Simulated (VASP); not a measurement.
Sn (beta): the lattice constant c from VASP (plane waves, PAW) at several levels of theory. Static lattice. The measured value holds thermal and zero-point effects that the static calculation lacks.

```json
[
 {"level": "LDA", "lattice constant c (Å)": "3.136", "error against measurement": "-1.4 %"},
 {"level": "PBE", "lattice constant c (Å)": "3.228", "error against measurement": "+1.5 %"},
 {"level": "PBEsol", "lattice constant c (Å)": "3.163", "error against measurement": "-0.6 %"}
]
```

Measured: 3.181 Å at 293 K (as given by Wikipedia, Tin (infobox)).

The cell of the LDA run:

```cif
data_Sn4
_chemical_formula_sum 'Sn4'
_space_group_name_H-M_alt 'I41/amd :1'
_space_group_IT_number 141
_space_group_name_Hall 'I 4bw 2bw -1bw'
_cell_length_a 5.77949
_cell_length_b 5.77949
_cell_length_c 3.13632
_cell_angle_alpha 90.000
_cell_angle_beta 90.000
_cell_angle_gamma 90.000
loop_
_atom_site_label
_atom_site_type_symbol
_atom_site_symmetry_multiplicity
_atom_site_Wyckoff_symbol
_atom_site_fract_x
_atom_site_fract_y
_atom_site_fract_z
_atom_site_occupancy
Sn1 Sn 4 a 0.00000 0.00000 0.00000 1
```
(The calculation used a cell of 2 atoms; values per cell refer to that cell.)

Only levels that ran to the end are used. Left out are those held back, those with too coarse a band path, GW runs whose mesh misses a band edge, hybrids' fits of cells that aren't cubic and levels without matching references; a question may draw on a part of the rest.

The compound is Sn in the beta structure.
